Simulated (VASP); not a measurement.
# RbY3 (Fm-3m) in VASP: reference runs

Reference runs on RbY3: the cell as given.

All numbers are computed with VASP 6.6.1; they aren't measurements. Logs are shortened: lines on timing, memory, paths and dates and some standing lists are left out, and cuts for length are marked.

## (1) The structure

It takes space group Fm-3m (No. 225, cubic). Conventional cell: a = 8.432 Å, b = 8.432 Å, c = 8.432 Å, α = 90.00°, β = 90.00°, γ = 90.00°. Around Rb (site symmetry m-3m) lie 8 Y at 3.65 Å. Y (site symmetry -43m) is surrounded by 4 Rb at 3.65 Å and 4 Y at 3.65 Å. Y (site symmetry m-3m) has 8 Y at 3.65 Å as nearest neighbours.

The cell was built by a generator and needn't be a form met in nature.

## (2) Single point, PBE

Contents of INCAR:

```
PREC     = Accurate       # precision mode
ENCUT    = 520            # plane-wave cutoff, eV
EDIFF    = 1E-7           # SCF threshold, eV
ISMEAR   = -1             # smearing method
SIGMA    = 0.05           # smearing width, eV
LREAL    = False          # projectors in reciprocal space
LASPH    = True           # aspherical terms in the spheres
NELM     = 100            # most SCF steps
ALGO     = Normal         # electronic algorithm
ISIF     = 2              # what is computed and relaxed
LWAVE    = False          # write WAVECAR
LCHARG   = True           # write CHGCAR
GGA      = PE             # functional
LELF     = True           # ELF
LVHAR    = True         
NBANDS   = 29             # bands
```

Contents of KPOINTS:

```
regular mesh
0
Gamma
  6 6 6
```

Contents of POSCAR:

```
RbY3
1.0
    0.0000000000      4.2159900000      4.2159900000
    4.2159900000      0.0000000000      4.2159900000
    4.2159900000      4.2159900000      0.0000000000
Rb Y
1 3
Direct
    0.0000000000      0.0000000000      0.0000000000
    0.2500000000      0.2500000000      0.2500000000
    0.7500000000      0.7500000000      0.7500000000
    0.5000000000      0.5000000000      0.5000000000
```

Potentials or basis: VASP PAW PBE potentials, release 64 (Rb_sv, Y_sv).

Launch:

```bash
> cat potpaw_PBE.64/Rb_sv/POTCAR potpaw_PBE.64/Y_sv/POTCAR > POTCAR
> mpirun -np 1 vasp_std > vasp.out
```

OUTCAR:

```text
PREC = Accurate
   ENCUT = 520
   EDIFF = 1E-7
   ISMEAR = -1
   LREAL = False
   LASPH = True
   NELM = 100
   ISIF = 2
   GGA = PE

 ion  position               nearest neighbor table
   1  0.000  0.000  0.000-   3 3.65   3 3.65   3 3.65   2 3.65   3 3.65   2 3.65   2 3.65   2 3.65
                             4 4.22   4 4.22   4 4.22   4 4.22   4 4.22   4 4.22
   2  0.250  0.250  0.250-   1 3.65   1 3.65   1 3.65   1 3.65   4 3.65   4 3.65   4 3.65   4 3.65
                             3 4.22   3 4.22   3 4.22   3 4.22   3 4.22   3 4.22
   3  0.750  0.750  0.750-   4 3.65   4 3.65   4 3.65   1 3.65   4 3.65   1 3.65   1 3.65   1 3.65
                             2 4.22   2 4.22   2 4.22   2 4.22   2 4.22   2 4.22
   4  0.500  0.500  0.500-   2 3.65   2 3.65   2 3.65   2 3.65   3 3.65   3 3.65   3 3.65   3 3.65
                             1 4.22   1 4.22   1 4.22   1 4.22   1 4.22   1 4.22

  LATTYP: Found a face centered cubic cell.
 ALAT       =     8.4319800000

  Lattice vectors:

 A1 = (   0.0000000000,   4.2159900000,   4.2159900000)
 A2 = (   4.2159900000,   0.0000000000,   4.2159900000)
 A3 = (   4.2159900000,   4.2159900000,   0.0000000000)

Analysis of symmetry for initial positions (statically):
=====================================================================
 Subroutine PRICEL returns:
 Original cell was already a primitive cell.

 Routine SETGRP: Setting up the symmetry group for a
 face centered cubic supercell.

 Subroutine GETGRP returns: Found 48 space group operations
 (whereof 48 operations were pure point group operations)
 out of a pool of 48 trial point group operations.

The static configuration has the point symmetry O_h .

Analysis of symmetry for dynamics (positions and initial velocities):
=====================================================================
 Subroutine PRICEL returns:
 Original cell was already a primitive cell.

 Routine SETGRP: Setting up the symmetry group for a
 face centered cubic supercell.

 Subroutine GETGRP returns: Found 48 space group operations
 (whereof 48 operations were pure point group operations)
 out of a pool of 48 trial point group operations.

The dynamic configuration has the point symmetry O_h .

 Subroutine INISYM returns: Found 48 space group operations
 (whereof 48 operations are pure point group operations),
 and found     1 'primitive' translations

----------------------------------------------------------------------------------------

                                     Primitive cell

  volume of cell :     149.8748

  direct lattice vectors                    reciprocal lattice vectors
     0.000000000  4.215990000  4.215990000    -0.118596107  0.118596107  0.118596107
     4.215990000  0.000000000  4.215990000     0.118596107 -0.118596107  0.118596107
     4.215990000  4.215990000  0.000000000     0.118596107  0.118596107 -0.118596107

  length of vectors
     5.962310237  5.962310237  5.962310237     0.205414482  0.205414482  0.205414482

  position of ions in fractional coordinates (direct lattice)
     0.000000000  0.000000000  0.000000000
     0.250000000  0.250000000  0.250000000
     0.750000000  0.750000000  0.750000000
     0.500000000  0.500000000  0.500000000

  ion indices of the primitive-cell ions
   primitive index   ion index
                 1           1
                 2           2
                 3           3
                 4           4

----------------------------------------------------------------------------------------

 KPOINTS: regular mesh

Automatic generation of k-mesh.
 Grid dimensions read from file:
 generate k-points for:    6    6    6

 Generating k-lattice:

  Cartesian coordinates                     Fractional coordinates (reciprocal lattice)
    -0.019766018  0.019766018  0.019766018     0.166666667  0.000000000  0.000000000
     0.019766018 -0.019766018  0.019766018     0.000000000  0.166666667  0.000000000
     0.019766018  0.019766018 -0.019766018     0.000000000  0.000000000  0.166666667

  Length of vectors
     0.034235747  0.034235747  0.034235747

  Shift w.r.t. Gamma in fractional coordinates (k-lattice)
     0.000000000  0.000000000  0.000000000

 Subroutine IBZKPT returns following result:
 ===========================================

 Found     16 irreducible k-points:

 Following reciprocal coordinates:
            Coordinates               Weight
  0.000000  0.000000  0.000000      1.000000
  0.166667  0.000000  0.000000      8.000000
  0.333333  0.000000  0.000000      8.000000
  0.500000  0.000000  0.000000      4.000000
  0.166667  0.166667  0.000000      6.000000
  0.333333  0.166667  0.000000     24.000000
[... 8 lines left out ...]
 -0.333333  0.333333  0.166667     24.000000
 -0.333333  0.500000  0.166667     12.000000
   k-points           NKPTS =     16   k-points in BZ     NKDIM =     16   number of bands    NBANDS=     29
   number of dos      NEDOS =    301   number of ions     NIONS =      4
   total plane-waves  NPLWV = 110592
   dimension x,y,z NGX =    48 NGY =   48 NGZ =   48
   dimension x,y,z NGXF=    96 NGYF=   96 NGZF=   96
   ions per type =               1   3
   NGX,Y,Z   is equivalent  to a cutoff of  13.38, 13.38, 13.38 a.u.
   NGXF,Y,Z  is equivalent  to a cutoff of  26.77, 26.77, 26.77 a.u.
 SYSTEM =  unknown system
   PREC   = accura    normal or accurate (medium, high low for compatibility)
   ISTART =      0    job   : 0-new  1-cont  2-samecut
   ICHARG =      2    charge: 1-file 2-atom 10-const
   ISPIN  =      1    spin polarized calculation?
   LNONCOLLINEAR =      F non collinear calculations
   LSORBIT =      F    spin-orbit coupling
   LASPH  =      T    aspherical Exc in radial PAW
   ENCUT  =  520.0 eV  38.22 Ry    6.18 a.u.  11.09 11.09 11.09*2*pi/ulx,y,z
   NELM   =    100;   NELMIN=  2; NELMDL= -5     # of ELM steps
   EDIFF  = 0.1E-06   stopping-criterion for ELM
   LREAL  =      F    real-space projection
   EDIFFG = 0.1E-05   stopping-criterion for IOM
   NSW    =      0    number of steps for IOM
   IBRION =     -1    ionic relax: 0-MD 1-quasi-New 2-CG
   NFREE  =      0    steps in history (QN), initial steepest desc. (CG)
   ISIF   =      2    stress and relaxation
   ISYM   =      2    0-nonsym 1-usesym 2-fastsym
   POTIM  = 0.5000    time-step for ionic-motion
   TEBEG  =    0.0;   TEEND  =   0.0 temperature during run
   PSTRESS=    0.0 pullay stress
   NELECT =      42.0000    total number of electrons
   NUPDOWN=      -1.0000    fix difference up-down
   EMIN   =  10.00;   EMAX   =-10.00  energy-range for DOS
   EFERMI =   0.00;   METHOD = LEGACY
   ISMEAR =    -1;   SIGMA  =   0.05  broadening in eV -4-tet -1-fermi 0-gaus
   EFERMI_NEDOS =   21; number of points for ismear=-14 and -15
   IALGO  =     38    algorithm
   IMIX   =      4    mixing-type and parameters
     AMIX     =   0.40;   BMIX     =  1.00
     AMIX_MAG =   1.60;   BMIX_MAG =  1.00
  volume/ion in A,a.u.               =      37.47       252.85
  Fermi-wavevector in a.u.,A,eV,Ry     =   1.071310  2.024482 15.615466  1.147704
  Thomas-Fermi vector in A             =   2.207046
   LORBIT       =      0    0 simple, 1 ext, 2 COOP (PROOUT), +10 PAW based schemes
   GGA     = PE    functional components
   LHFCALC =     F    Hartree Fock is set to
   AEXX    =    0.0000 exact exchange contribution
   IVDW    =     0    specifies the selected vdW correction
   LEPSILON=     F    determine dielectric tensor
   LRPA    =     F    only Hartree local field effects (RPA)
 non-spin polarized calculation
  energy-cutoff  :      520.00
  volume of cell :      149.87
 maximum number of plane-waves:      4056
 NGX is ok and might be reduce to    48
   NGX = 23   NGY = 23   NGZ = 23

 number of electron      42.0000003 magnetization

 Free energy of the ion-electron system (eV)
  ---------------------------------------------------
  ext. energy  EPLUGINS =         0.00000000
  ---------------------------------------------------
  free energy    TOTEN  =       -17.74037571 eV

  energy without entropy =      -17.68205950  energy(sigma->0) =      -17.71121760

 E-fermi :   2.4832     XC(G=0):  -8.7494

 val. band max:        2.4707773014   @ k =  -0.1667   0.1667   0.0000
 cond. band min:       2.5366444285   @ k =   0.3333   0.0000   0.0000
 fundamental gap:      0.0658671271
 Fermi energy:         2.4831768666

 k-point     1 :       0.0000    0.0000    0.0000
  band No.  band energies     occupation
      1     -41.0013      2.00000
      2     -40.9927      2.00000
      3     -40.6679      2.00000
      4     -24.8709      2.00000
      5     -20.9690      2.00000
      6     -20.9690      2.00000
[... 21 lines left out ...]
     28       4.5753      0.00000
     29       5.6370      0.00000

 k-point     2 :       0.1667    0.0000    0.0000
  band No.  band energies     occupation
      1     -41.0005      2.00000
      2     -40.9932      2.00000
      3     -40.6682      2.00000
      4     -24.8713      2.00000
      5     -20.9789      2.00000
      6     -20.9718      2.00000
[... 21 lines left out ...]
     28       4.6200      0.00000
     29       5.5571      0.00000

 k-point     3 :       0.3333    0.0000    0.0000
  band No.  band energies     occupation
      1     -40.9986      2.00000
      2     -40.9945      2.00000
      3     -40.6688      2.00000
      4     -24.8721      2.00000
      5     -20.9775      2.00000
      6     -20.9765      2.00000
[... 21 lines left out ...]
     28       4.0910      0.00000
     29       5.5090      0.00000

 k-point     4 :       0.5000    0.0000    0.0000
  band No.  band energies     occupation
      1     -40.9966      2.00000
      2     -40.9962      2.00000
      3     -40.6691      2.00000
      4     -24.8725      2.00000
      5     -20.9787      2.00000
      6     -20.9787      2.00000
[... 21 lines left out ...]
     28       3.5101      0.00000
     29       5.5021      0.00000

 k-point     5 :       0.1667    0.1667    0.0000
  band No.  band energies     occupation
      1     -41.0003      2.00000
      2     -40.9933      2.00000
      3     -40.6683      2.00000
      4     -24.8714      2.00000
      5     -20.9852      2.00000
      6     -20.9852      2.00000
[... 21 lines left out ...]
     28       4.5322      0.00000
     29       5.2389      0.00000
[... 254 lines left out ...]
     28       4.3158      0.00000
     29       5.0381      0.00000

 k-point    14 :       0.5000    0.3333    0.1667
  band No.  band energies     occupation
      1     -40.9977      2.00000
      2     -40.9950      2.00000
      3     -40.6692      2.00000
      4     -24.8726      2.00000
      5     -21.0037      2.00000
      6     -20.9872      2.00000
[... 21 lines left out ...]
     28       4.4411      0.00000
     29       4.8542      0.00000

 k-point    15 :      -0.3333    0.3333    0.1667
  band No.  band energies     occupation
      1     -40.9963      2.00000
      2     -40.9962      2.00000
      3     -40.6695      2.00000
      4     -24.8728      2.00000
      5     -21.0058      2.00000
      6     -20.9826      2.00000
[... 21 lines left out ...]
     28       4.0637      0.00000
     29       5.1148      0.00000

 k-point    16 :      -0.3333    0.5000    0.1667
  band No.  band energies     occupation
      1     -40.9968      2.00000
      2     -40.9956      2.00000
      3     -40.6696      2.00000
      4     -24.8729      2.00000
      5     -21.0132      2.00000
      6     -20.9933      2.00000
[... 21 lines left out ...]
     28       4.2679      0.00000
     29       4.8703      0.00000

------------------------ aborting loop because EDIFF is reached ----------------------------------------

  FORCE on cell =-STRESS in cart. coord.  units (eV):
  Direction    XX          YY          ZZ          XY          YZ          ZX
  --------------------------------------------------------------------------------------
  -------------------------------------------------------------------------------------
  Total       -0.0241053     -0.0241053     -0.0241053      0.0000000     -0.0000000      0.0000000
  in kB       -0.2576879     -0.2576879     -0.2576879      0.0000000     -0.0000000      0.0000000
  external PRESSURE =      -0.2576879 kB  Pullay stress =       0.0000000 kB

 VOLUME and BASIS-vectors are now :
 -----------------------------------------------------------------------------
  energy-cutoff  :      520.00
  volume of cell :      149.87
      direct lattice vectors                 reciprocal lattice vectors
     0.000000000  4.215990000  4.215990000    -0.118596107  0.118596107  0.118596107
     4.215990000  0.000000000  4.215990000     0.118596107 -0.118596107  0.118596107
     4.215990000  4.215990000  0.000000000     0.118596107  0.118596107 -0.118596107

 POSITION                                       TOTAL-FORCE (eV/Angst)
 -----------------------------------------------------------------------------------
      0.00000      0.00000      0.00000        -0.000000     -0.000000     -0.000000
      2.10799      2.10799      2.10799         0.000000      0.000000      0.000000
      6.32398      6.32398      6.32398        -0.000000     -0.000000     -0.000000
      4.21599      4.21599      4.21599        -0.000000     -0.000000     -0.000000
 -----------------------------------------------------------------------------------
    total drift:                               -0.000000     -0.000000     -0.000000

  FREE ENERGIE OF THE ION-ELECTRON SYSTEM (eV)
  ---------------------------------------------------
  free  energy   TOTEN  =       -17.7403757063 eV

  energy  without entropy=      -17.6820594952  energy(sigma->0) =      -17.71121760
```

Run time: 74 s. Hardware: 1 thread of AMD EPYC 9R45 (Zen 5), shared host; peak memory 0.32 GiB.

Results:

```yaml
Free_energy: -17.7404 eV
Pressure: 0.0 GPa
Band_gap_on_the_k_mesh: none (metal or under the smearing width)
```
